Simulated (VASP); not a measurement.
## ZrB (relaxed from the CsCl type structure, space group Pm-3m): computed properties

The numbers are results of PBEsol GGA, VASP's PBE PAW potentials (set 64) (plane waves; VASP 6.6.1), not measurements.

For ZrB, the space group is Pm-3m (221) and the cell comes out as a = 2.995 Å, b = 2.995 Å, c = 2.995 Å, α = 90.00°, β = 90.00°, γ = 90.00°. The volume per atom is 13.43 Å^3/atom and the band gap (over mesh and band path) comes out as none (metal, semimetal or under 0.01 eV). The density is 6.31 g/cm³.

```cif
data_BZr
_chemical_formula_sum 'Zr1 B1'
_space_group_name_H-M_alt 'Pm-3m'
_space_group_IT_number 221
_space_group_name_Hall '-P 4 2 3'
_cell_length_a 2.99494
_cell_length_b 2.99494
_cell_length_c 2.99494
_cell_angle_alpha 90.000
_cell_angle_beta 90.000
_cell_angle_gamma 90.000
loop_
_atom_site_label
_atom_site_type_symbol
_atom_site_symmetry_multiplicity
_atom_site_Wyckoff_symbol
_atom_site_fract_x
_atom_site_fract_y
_atom_site_fract_z
_atom_site_occupancy
Zr1 Zr 1 a 0.00000 0.00000 0.00000 1
B1 B 1 b 0.50000 0.50000 0.50000 1
```

The structure was generated: ZrB was put into the CsCl type type (Pm-3m), which need not be its known phase. It was relaxed first, which changed the volume by -30 %. Symmetry was kept, so distortions that lower it aren't found. The electron count is odd and the run is not spin-polarised, which forces a metal.
